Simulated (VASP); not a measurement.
Here is the system:

```yaml
crystal:
  lattice:
    - [0.00000, 3.25770, 3.25770]
    - [3.25770, 0.00000, 3.25770]
    - [3.25770, 3.25770, 0.00000]
  atoms:
    - { symbol: Hg, position: [0.00000, 0.00000, 0.00000] }
    - { symbol: Te, position: [0.25000, 0.25000, 0.25000] }
```

Computed with PBEsol GGA, VASP's PBE PAW potentials (set 64) (plane waves; VASP 6.6.1). Settings: 400 eV cut-off, 9×9×9 Γ-centred mesh, first-order Methfessel-Paxton smearing of 0.10 eV, potentials Hg Te.

Unless said otherwise, spin-orbit coupling is left out, though it shifts the bands of the heavy elements here.

Task: Predict the energy per atom (σ→0), band gap (on the k-mesh) with the smallest direct gap where there is one.

Result: 
```
Property                                                    Result
------------------------  ----------------------------------------
band gap (on the k-mesh)  none (metal, semimetal or under 0.01 eV)
energy per atom (σ→0)                       -211.1 kJ/mol of atoms
```

The compound is HgTe in the zinc blende structure. It was relaxed first. The start is the result of an earlier pass.
